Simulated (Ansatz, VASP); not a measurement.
**Mg2CdN2: VASP beside Ansatz**

Contents of INCAR:

```
SYSTEM = Mg2CdN2
PREC = Accurate
ENCUT = 520
EDIFF = 1E-6
ISMEAR = 0
SIGMA = 0.1
LREAL = .False.
LASPH = .True.
NELM = 80
ALGO = Normal
ISIF = 2
LWAVE = .False.
LCHARG = .False.
GGA = PS
NBANDS = 21
```

Contents of KPOINTS:

```
Automatic mesh
0
Gamma
  6 6 4
  0 0 0
```

Contents of POSCAR:

```
Mg2CdN2
1.0
    3.5528825911      0.0000000000      0.0000000000
   -1.7764412955      3.0768865806      0.0000000000
    0.0000000000      0.0000000000      5.9838310064
Mg Cd N
2 1 2
Direct
    0.6666666700      0.3333333300      0.1534420000
    0.3333333300      0.6666666700      0.8465580000
    0.0000000000      0.0000000000      0.5000000000
    0.6666666700      0.3333333300      0.7722310000
    0.3333333300      0.6666666700      0.2277690000
```

Input for Ansatz:

```yaml
crystal:
  lattice:
    - [3.5528825911, 0.0, 0.0]
    - [-1.7764412955, 3.0768865806, 0.0]
    - [0.0, 0.0, 5.9838310064]
  atoms:
    - { symbol: Mg, position: [0.66666667, 0.33333333, 0.153442] }
    - { symbol: Mg, position: [0.33333333, 0.66666667, 0.846558] }
    - { symbol: Cd, position: [0.0, 0.0, 0.5] }
    - { symbol: "N", position: [0.66666667, 0.33333333, 0.772231] }
    - { symbol: "N", position: [0.33333333, 0.66666667, 0.227769] }
basis:
  ecutwfc: 420
kpoints:
  mp_grid: { grid: [6, 6, 4] }
hamiltonian:
  xc: pbesol
scf:
  occupations: { method: gaussian, width: 0.1 }
output:
  forces: true
  stress: true
  eigenvalues: true
```

The cell comes from a database or a generator and needn't be the stable form of this composition.

Alike in both runs: task single point; functional PBEsol; k mesh 6 × 6 × 4; occupations gaussian, width 0.1 eV; no spin polarisation.

```csv
,VASP,Ansatz
version,VASP 6.6.1,Ansatz 0.2.0
potentials or method,"VASP PAW PBE potentials, release 64 (Mg, Cd, N)","scalar-relativistic, plane waves, PAW"
plane-wave cutoff (eV),520,420
valence electrons in the cell,26,50
```

|  | VASP | Ansatz | Ansatz less VASP |
| --- | --- | --- | --- |
| gap on the k mesh at the Fermi level (eV) | 0.33 | 0.34 | +0.003 |
| least direct gap on the mesh (eV) | 0.65 | 0.65 | -0.004 |
| pressure (GPa) | -3.9 | -4.0 | -0.16 |
| largest component of the traceless stress (GPa) | 0.23 | 0.21 | -0.019 |
| rms of the force components (eV/Å) | 0.045 | 0.058 | +0.0129 |

Atom by atom the forces differ by 0.016 eV/Å (rms over components). The two sets of potentials don't hold the same shells in valence.

Caveats: the PAW data sets were made with another functional, which shifts forces and pressure a little (VASP). A k mesh can miss the band edges. PBEsol gaps usually lie below the measured ones, often by a third to a half.
